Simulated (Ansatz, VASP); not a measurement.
## Ba2Mg4Zn3Si19O47 (glassy 68SiO2-14MgO-11ZnO-7BaO (mol %)): VASP beside Ansatz

Wanted: the spread between two codes on one cell, functional and k mesh. The structure shown is the start of the Ansatz relaxation below; VASP solves that cell, so the two are compared at the walk's first step.

Main program and level: Ansatz 0.2.0; plane waves, with VASP 6.6.1 beside it; single point at PBE.

**1. Set-up**

The cell holds 75 atoms: 19 Si, 4 Mg, 3 Zn, 2 Ba and 47 O. Cell: a = 10.108 Å, b = 10.108 Å, c = 10.108 Å, α = 90.0°, β = 90.0°, γ = 90.0°. As first built, before any earlier steps moved the atoms (in the runner's words): 75 atoms (19 Si, 4 Mg, 3 Zn, 2 Ba, 47 O) placed at random at 2.98 g/cm^3, melted at 4000 K for 10 ps at fixed volume with the Morse and Coulomb pair potential with partial charges (Pedone, Malavasi, Menziani, Cormack and Segre, J. Phys. Chem. B 110, 11780 (2006)). Quenched from 4000 K to 300 K at 25 K/ps and fixed volume, held 5 ps, then minimised at fixed cell.

**2. Ansatz: relaxation, PBE**

Ansatz runs on its default PAW (the set named soft_2) files.

The two programs are compared at the cell with which this relaxation starts, whose forces are those of its first step.

File input.yaml:

```yaml
crystal:
  lattice:
    - [10.1084, 0.0, 0.0]
    - [0.0, 10.1084, 0.0]
    - [0.0, 0.0, 10.1084]
  atoms:
    - { symbol: Si, position: [0.10456, 0.02386, 0.96808] }
    - { symbol: Si, position: [0.44365, 0.21731, 0.59444] }
    - { symbol: Si, position: [0.36736, 0.51189, 0.49755] }
    - { symbol: Si, position: [0.15202, 0.17198, 0.69274] }
    - { symbol: Si, position: [0.10152, 0.75523, 0.0931] }
    - { symbol: Si, position: [0.92919, 0.63472, 0.87292] }
    - { symbol: Si, position: [0.78195, 0.29002, 0.07305] }
    - { symbol: Si, position: [0.16217, 0.4862, 0.72181] }
    - { symbol: Si, position: [0.95206, 0.15653, 0.45629] }
    - { symbol: Si, position: [0.7539, 0.8675, 0.76465] }
    - { symbol: Si, position: [0.39827, 0.44586, 0.92365] }
    - { symbol: Si, position: [0.77342, 0.3879, 0.53317] }
    - { symbol: Si, position: [0.42383, 0.98436, 0.41103] }
    - { symbol: Si, position: [0.36448, 0.60798, 0.19333] }
    - { symbol: Si, position: [0.55454, 0.85069, 0.16641] }
    - { symbol: Si, position: [0.04773, 0.35943, 0.22471] }
    - { symbol: Si, position: [0.69756, 0.42834, 0.83483] }
    - { symbol: Si, position: [0.56764, 0.74839, 0.55944] }
    - { symbol: Si, position: [0.30169, 0.22493, 0.09374] }
    - { symbol: Mg, position: [0.09418, 0.90183, 0.36954] }
    - { symbol: Mg, position: [0.61766, 0.06086, 0.00589] }
    - { symbol: Mg, position: [0.86047, 0.98333, 0.17718] }
    - { symbol: Mg, position: [0.58085, 0.28192, 0.27397] }
    - { symbol: Zn, position: [0.04703, 0.58438, 0.4574] }
    - { symbol: Zn, position: [0.73822, 0.12815, 0.70544] }
    - { symbol: Zn, position: [0.85004, 0.85836, 0.47471] }
    - { symbol: Ba, position: [0.79074, 0.60899, 0.24524] }
    - { symbol: Ba, position: [0.36937, 0.88642, 0.80341] }
    - { symbol: O, position: [0.00535, 0.65509, 0.0127] }
    - { symbol: O, position: [0.86541, 0.77252, 0.82286] }
    - { symbol: O, position: [0.49182, 0.91297, 0.0362] }
    - { symbol: O, position: [0.12883, 0.32975, 0.72071] }
    - { symbol: O, position: [0.73094, 0.15437, 0.13799] }
    - { symbol: O, position: [0.72052, 0.4185, 0.67944] }
    - { symbol: O, position: [0.55941, 0.19423, 0.69181] }
    - { symbol: O, position: [0.21555, 0.52941, 0.57121] }
    - { symbol: O, position: [0.23508, 0.69709, 0.15608] }
    - { symbol: O, position: [0.66841, 0.38322, 0.41953] }
    - { symbol: O, position: [0.18491, 0.31516, 0.15881] }
    - { symbol: O, position: [0.68802, 0.74531, 0.46287] }
    - { symbol: O, position: [0.96803, 0.05427, 0.02573] }
    - { symbol: O, position: [0.5451, 0.45673, 0.86689] }
    - { symbol: O, position: [0.62795, 0.77515, 0.70904] }
    - { symbol: O, position: [0.47086, 0.87736, 0.5326] }
    - { symbol: O, position: [0.67758, 0.39413, 0.12948] }
    - { symbol: O, position: [0.83233, 0.22944, 0.54009] }
    - { symbol: O, position: [0.89309, 0.48068, 0.50675] }
    - { symbol: O, position: [0.46718, 0.12804, 0.46464] }
    - { symbol: O, position: [0.49203, 0.70558, 0.19661] }
    - { symbol: O, position: [0.91305, 0.02459, 0.38061] }
    - { symbol: O, position: [0.7515, 0.29258, 0.91181] }
    - { symbol: O, position: [0.30749, 0.15609, 0.66041] }
    - { symbol: O, position: [0.38333, 0.51794, 0.06425] }
    - { symbol: O, position: [0.92574, 0.33954, 0.11879] }
    - { symbol: O, position: [0.14041, 0.86477, 0.97458] }
    - { symbol: O, position: [0.05152, 0.50447, 0.27851] }
    - { symbol: O, position: [0.51175, 0.93889, 0.29026] }
    - { symbol: O, position: [0.22382, 0.09445, 0.04795] }
    - { symbol: O, position: [0.27311, 0.96684, 0.38637] }
    - { symbol: O, position: [0.4678, 0.62335, 0.55241] }
    - { symbol: O, position: [0.40552, 0.36666, 0.54898] }
    - { symbol: O, position: [0.29041, 0.50612, 0.81829] }
    - { symbol: O, position: [0.06488, 0.13382, 0.56668] }
    - { symbol: O, position: [0.00891, 0.25763, 0.34568] }
    - { symbol: O, position: [0.04105, 0.57097, 0.77588] }
    - { symbol: O, position: [0.01784, 0.76847, 0.48425] }
    - { symbol: O, position: [0.7102, 0.8518, 0.15075] }
    - { symbol: O, position: [0.80069, 0.9504, 0.63747] }
    - { symbol: O, position: [0.0209, 0.83547, 0.19778] }
    - { symbol: O, position: [0.80352, 0.53755, 0.88685] }
    - { symbol: O, position: [0.35605, 0.53695, 0.33933] }
    - { symbol: O, position: [0.12008, 0.07827, 0.81634] }
    - { symbol: O, position: [0.42612, 0.21329, 0.18126] }
    - { symbol: O, position: [0.3526, 0.29639, 0.95399] }
    - { symbol: O, position: [0.70053, 0.98498, 0.85136] }
kpoints:
  mp_grid: { grid: [1, 1, 1] }
hamiltonian:
  xc: pbe
scf:
  occupations: { method: fixed }
output:
  forces: true
relax:
  f_tol: 0.05
  max_steps: 150
  cell: {}
```

The run is started by

```
ansatz run input.yaml --threads 4 --pin off --max-ram 8192MiB --backend cpu --events-out ev --progress --plain --runs-dir out
```

Numbers of over 12 decimals in the logs are rounded to 6 here.

Log:

```text
Engine: ansatz 0.2.0, aarch64-unknown-linux-gnu
Pseudopotentials: kind: paw
Pseudopotential: Si, paw, valence charge 4, recommended cutoff 420 eV (normal), Si.paw.azcp
Pseudopotential: Mg, paw, valence charge 10, recommended cutoff 420 eV (normal), Mg.paw.azcp
Pseudopotential: Zn, paw, valence charge 12, recommended cutoff 420 eV (normal), Zn.paw.azcp
Pseudopotential: Ba, paw, valence charge 10, recommended cutoff 420 eV (normal), Ba.paw.azcp
Pseudopotential: O, paw, valence charge 6, recommended cutoff 420 eV (normal), O.paw.azcp
Functional definition: PBE
  parameter kappa = 0.804
  parameter beta = 0.066725
  exchange = pbe_x(kappa = kappa, mu = beta*pi^2/3)
  correlation = pbe_c(beta = beta)
Crystal: 75 atoms, lattice volume = 1032.874 Å³
Basis set: ecut = 420 eV, 20197 PW (Γ), exchange–correlation on 144×144×144 points (8 copies of the dense FFT grid, shifted against one another)
Bands: 302, of which v1, the nominal top of the filled ones, is band 227 counted from 1 (226 counted from 0)
Symmetry: 1 space group operations
Space group: P1 (ITA 1), of the structure as read, at distance tolerance 1.0e-4 Å
k-points: 1
Non-local potential: Si, projectors of the file, l = 0: 2, l = 1: 2, l = 2: 2
Non-local potential: Mg, projectors of the file, l = 0: 3, l = 1: 2, l = 2: 1
Non-local potential: Zn, projectors of the file, l = 0: 2, l = 1: 2, l = 2: 3, l = 3: 1
Non-local potential: Ba, projectors of the file, l = 0: 3, l = 1: 2, l = 2: 2, l = 3: 2
Non-local potential: O, projectors of the file, l = 0: 2, l = 1: 2, l = 2: 1
PAW form: soft (Blöchl's): semilocal exchange-correlation on the pseudo side does not see the compensation charge
PAW one-centre angular grid: Si, 110 points (default); XC on 64 Gauss nodes
PAW one-centre angular grid: Mg, 110 points (default); XC on 64 Gauss nodes
PAW one-centre angular grid: Zn, 590 points (default); XC on 64 Gauss nodes
PAW one-centre angular grid: Ba, 194 points (default); XC on 64 Gauss nodes
PAW one-centre angular grid: O, 110 points (default); XC on 64 Gauss nodes
Initial density: superposition of atomic densities (neutral atoms: chi_scale 0, normalization atom), corrected by the library's trained network
Initial wavefunctions: pseudopotential atomic-orbital guess
Functional: x = pbe(κ = 0.804, μ = 0.219515), c = pbe(β = 0.066725)
SCF iter   1: F=—  HF=-68377.709720 eV  |F-HF|=—  |Δ(HF+E_count)|=         —  Δρ=2.05e-3  dr2=4.45e-2  ethr=1.77e-3  ⟨swp⟩=5.0  Hψ=1057  notcnv=0  defer=71
preconditioner: auto → Resta (q_TF=auto, 2.379 Å⁻¹)  ε∞=3.3  [insulator: Δε(μ)=3.286 eV  Ē_g=15.501 eV  n_scr=250 (ndim 8)  ℏωp=23.7 eV  f_vac=0.141  ε∞_Penn≈3.3]
SCF iter   2: F=—  HF=-68377.710544 eV  |F-HF|=—  |Δ(HF+E_count)|=   8.24e-4  Δρ=1.07e-3  dr2=1.06e-2  ethr=9.80e-6  ⟨swp⟩=3.0  Hψ=536  notcnv=0  defer=73
SCF iter   3: F=—  HF=-68377.713244 eV  |F-HF|=—  |Δ(HF+E_count)|=   2.70e-3  Δρ=4.73e-4  dr2=3.07e-3  ethr=2.33e-6  ⟨swp⟩=2.0  Hψ=412  notcnv=0  defer=66
automatic band count: iteration 3 solves 295 bands in place of 302: the levels show a gap, and the empty bands left out lie too high to hold charge; the band table lists the bands solved (type scf.n_extra_bands for more)
SCF iter   4: F=—  HF=-68377.713792 eV  |F-HF|=—  |Δ(HF+E_count)|=   5.48e-4  Δρ=1.69e-4  dr2=3.33e-4  ethr=6.77e-7  ⟨swp⟩=2.0  Hψ=407  notcnv=0  defer=66
SCF iter   5: F=—  HF=-68377.713804 eV  |F-HF|=—  |Δ(HF+E_count)|=   1.18e-5  Δρ=9.93e-5  dr2=1.02e-4  ethr=7.34e-8  ⟨swp⟩=2.0  Hψ=398  notcnv=0  defer=66
SCF iter   6: F=—  HF=-68377.713833 eV  |F-HF|=—  |Δ(HF+E_count)|=   2.92e-5  Δρ=3.47e-5  dr2=1.32e-5  ethr=2.25e-8  ⟨swp⟩=2.0  Hψ=445  notcnv=0  defer=62
SCF iter   7: F=—  HF=-68377.715492 eV  |F-HF|=—  |Δ(HF+E_count)|=   1.66e-3  Δρ=1.35e-5  dr2=1.91e-6  ethr=2.91e-9  ⟨swp⟩=2.0  Hψ=458  notcnv=0  defer=60
SCF iter   8: F=—  HF=-68377.715494 eV  |F-HF|=—  |Δ(HF+E_count)|=   1.50e-6  Δρ=6.35e-6  dr2=4.15e-7  ethr=4.21e-10  ⟨swp⟩=2.0  Hψ=462  notcnv=0  defer=61
SCF iter   9: F=-68377.715494 eV  HF=-68377.715494 eV  |F-HF|=7.03e-9  |Δ(HF+E_count)|=   3.02e-7  Δρ=2.76e-6  dr2=7.24e-8  ethr=2.20e-11  ⟨swp⟩=5.0  Hψ=970  notcnv=0
SCF 1 converged in 9 iterations: F = -68377.715494 eV  dr2 = 7.24e-8
  greatest PAW one-centre occupation: 1.000 electrons in one spin orbital (limit 2), on the Mg atom at site 19 (counted from 0), in its partial waves of l = 0
relax step   1: F+E_penalty+E_count = -68377.71549380 eV  Δ(F+E_penalty+E_count) = +0.000e0 eV  max|allowed force component| = 2.737e0 eV/Å  Δτ_max = 0.0000 Å  P = +3.562 GPa  Ω = 1032.874 Å³  (9 SCF iters, dr2 threshold 1.00e-7 eV, accepted)
Crystal: 75 atoms, lattice volume = 1032.072 Å³
Basis set: ecut = 420 eV, 20157 PW (Γ), exchange–correlation on 144×144×144 points (8 copies of the dense FFT grid, shifted against one another)
Initial density: handed on by an earlier stage of this run
Initial wavefunctions: those handed on with the density
[...]
atom  39  O      0.00210019     0.00393875    -0.00444300
  atom  40  O     -0.00391006     0.00227512     0.00677555
  atom  41  O      0.00244517    -0.00044743     0.00077321
  atom  42  O      0.00201848     0.00257200    -0.00255718
  atom  43  O      0.00325313    -0.00050922     0.00251774
  atom  44  O     -0.00325217     0.00232266     0.00083083
  atom  45  O     -0.00156211     0.00313528     0.00039005
  atom  46  O      0.00379110    -0.00484243    -0.00133407
  atom  47  O     -0.00393804    -0.00371129    -0.00267850
  atom  48  O     -0.00213051     0.00595061     0.00136467
  atom  49  O      0.00032364    -0.00359570    -0.00656998
  atom  50  O      0.00182581    -0.00197102     0.00285542
  atom  51  O      0.00027793     0.00449150     0.00320930
  atom  52  O      0.01112405     0.00415652     0.00311042
  atom  53  O     -0.00090671    -0.00142288     0.00077052
  atom  54  O     -0.00054030     0.00575458    -0.00098932
  atom  55  O      0.00015584    -0.00004974     0.00226338
  atom  56  O      0.00090947     0.00714087    -0.00423756
  atom  57  O      0.00161220     0.00338547    -0.00550965
  atom  58  O      0.00076632    -0.00160411    -0.00146965
  atom  59  O     -0.00307185    -0.00520092    -0.00638188
  atom  60  O     -0.00012970    -0.00614800     0.00492178
  atom  61  O     -0.00094550    -0.00067002     0.00424988
  atom  62  O      0.00218223     0.00106251     0.00039793
[...]
atom  68  O     -0.00209225     0.00056417     0.00198061
  atom  69  O     -0.00746589    -0.01071735     0.00075396
  atom  70  O      0.00105177     0.00284625     0.00213327
  atom  71  O      0.00238095    -0.00736814     0.00225246
  atom  72  O     -0.00371989     0.00147116    -0.00452154
  atom  73  O      0.00157450     0.00038320    -0.00018265
  atom  74  O      0.00425437    -0.00169825    -0.00710920
  atom  75  O     -0.00148943    -0.00135202    -0.00045847
  max |Σ_I F_I| component: 3.14e-5 eV/Å
--- Stress (GPa, compression-positive) ---
        0.003856      -0.014718       0.006360
       -0.014718       0.006048       0.014133
        0.006359       0.014132       0.012841
  P = ⅓ Tr σ = 0.0076 GPa (0.076 kbar)
--- Relaxed structure (29 steps of the walk, 23 accepted, 2 SCFs on fresh bases) ---
  F+E_penalty+E_count = -68381.60861344 eV   max|allowed force component| = 1.449e-2 eV/Å   (the final SCF, on the basis selected at the relaxed cell)
  cell:  # Å, volume = 1041.4758 Å³
    - [9.986964, -0.214479, 0.086530]
    - [-0.214479, 10.196824, 0.155892]
    - [0.086530, 0.155892, 10.234873]
  atoms:
    - { symbol: Si, position: [0.085069, 0.035216, 0.960108] }
    - { symbol: Si, position: [0.463643, 0.237731, 0.571680] }
    - { symbol: Si, position: [0.351354, 0.522027, 0.483475] }
    - { symbol: Si, position: [0.162477, 0.189811, 0.687293] }
    - { symbol: Si, position: [0.104054, 0.774373, 0.079416] }
    - { symbol: Si, position: [0.934796, 0.631501, 0.872708] }
    - { symbol: Si, position: [0.765106, 0.287437, 0.110852] }
    - { symbol: Si, position: [0.171800, 0.493009, 0.722234] }
    - { symbol: Si, position: [0.970518, 0.158313, 0.450053] }
    - { symbol: Si, position: [0.753342, 0.845640, 0.749435] }
    - { symbol: Si, position: [0.401607, 0.451065, 0.923637] }
    - { symbol: Si, position: [0.758095, 0.358558, 0.543928] }
    - { symbol: Si, position: [0.429811, 0.971636, 0.426012] }
    - { symbol: Si, position: [0.366237, 0.626420, 0.179648] }
    - { symbol: Si, position: [0.566876, 0.875615, 0.173203] }
    - { symbol: Si, position: [0.039825, 0.377427, 0.221493] }
    - { symbol: Si, position: [0.707268, 0.409157, 0.850969] }
    - { symbol: Si, position: [0.568910, 0.747162, 0.553450] }
    - { symbol: Si, position: [0.280455, 0.242916, 0.097456] }
    - { symbol: Mg, position: [0.103607, 0.883785, 0.369311] }
    - { symbol: Mg, position: [0.719715, 0.023537, 0.00358714] }
    - { symbol: Mg, position: [0.885544, 0.986418, 0.195466] }
    - { symbol: Mg, position: [0.552937, 0.235711, 0.290925] }
    - { symbol: Zn, position: [0.015283, 0.570617, 0.454828] }
    - { symbol: Zn, position: [0.711929, 0.090346, 0.654998] }
    - { symbol: Zn, position: [0.848772, 0.829696, 0.477611] }
    - { symbol: Ba, position: [0.775279, 0.606085, 0.234320] }
    - { symbol: Ba, position: [0.409288, 0.987717, 0.831629] }
    - { symbol: O, position: [0.004453, 0.661716, 0.012783] }
    - { symbol: O, position: [0.874364, 0.766876, 0.815772] }
    - { symbol: O, position: [0.520513, 0.957043, 0.046002] }
    - { symbol: O, position: [0.121918, 0.339149, 0.721393] }
    - { symbol: O, position: [0.746014, 0.136543, 0.166718] }
    - { symbol: O, position: [0.753897, 0.377858, 0.703303] }
    - { symbol: O, position: [0.556081, 0.177209, 0.692127] }
    - { symbol: O, position: [0.204310, 0.543251, 0.565805] }
    - { symbol: O, position: [0.239760, 0.710481, 0.134484] }
    - { symbol: O, position: [0.610152, 0.321411, 0.485550] }
    - { symbol: O, position: [0.178699, 0.356292, 0.142669] }
    - { symbol: O, position: [0.680492, 0.741882, 0.438226] }
    - { symbol: O, position: [0.930450, 0.034523, 0.00388932] }
    - { symbol: O, position: [0.552775, 0.455335, 0.859249] }
    - { symbol: O, position: [0.637275, 0.738512, 0.699932] }
    - { symbol: O, position: [0.490476, 0.888439, 0.555798] }
    - { symbol: O, position: [0.663669, 0.375534, 0.191328] }
    - { symbol: O, position: [0.835290, 0.212632, 0.527613] }
    - { symbol: O, position: [0.838022, 0.477436, 0.470466] }
    - { symbol: O, position: [0.460017, 0.129988, 0.451016] }
    - { symbol: O, position: [0.500079, 0.723227, 0.193257] }
    - { symbol: O, position: [0.944761, 0.018446, 0.378692] }
    - { symbol: O, position: [0.728083, 0.281438, 0.950519] }
    - { symbol: O, position: [0.320661, 0.174684, 0.661563] }
[...]
- { symbol: O, position: [0.812541, 0.937105, 0.624609] }
    - { symbol: O, position: [0.027516, 0.845625, 0.195616] }
    - { symbol: O, position: [0.807861, 0.528085, 0.903672] }
    - { symbol: O, position: [0.339491, 0.551338, 0.324918] }
    - { symbol: O, position: [0.121132, 0.089397, 0.810265] }
    - { symbol: O, position: [0.391762, 0.212351, 0.198383] }
    - { symbol: O, position: [0.346888, 0.300329, 0.953795] }
    - { symbol: O, position: [0.685015, 0.958594, 0.832244] }
```

(Part 1 of 2 ends here.)

[Lines on the potential files, build, host, timing and source positions are cut from VASP's logs without a mark.]

[Logs are printed without paths, hosts, clocks, repeated set-up lines and the standing remarks that a program may print on its own settings, such as how far it seeks lower states.]

[Hosts, paths, dates, database ids (printed as entryN), source tags and the programs' standing remarks are cut or masked in the printed files.]
